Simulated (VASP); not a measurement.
Consider the following.

```
CELL_PARAMETERS angstrom
      0.00000     2.55234     2.55234
      2.55234     0.00000     2.55234
      2.55234     2.55234     0.00000
ATOMIC_POSITIONS crystal
  Zr 0.00000 0.00000 0.00000
  O  0.25000 0.25000 0.25000
  O  0.75000 0.75000 0.75000
```

Computed with TPSS meta-GGA, VASP's PBE PAW potentials (set 64) (plane waves; VASP). Run with 520 eV cut-off, 7×7×7 Γ-centred mesh, Gaussian smearing of 0.050 eV, potentials Zr_sv O.

Task: Estimate the energy per atom (σ→0).

Result: 
```yaml
energy per atom (σ→0): -13.987 eV/atom
```

Only differences to runs with the same potentials and settings are physical.

The compound is ZrO2 in the fluorite structure, the high-temperature cubic form, which is unstable at 0 K; the monoclinic form is the stable one. It was relaxed first. The start is the result of an earlier pass.
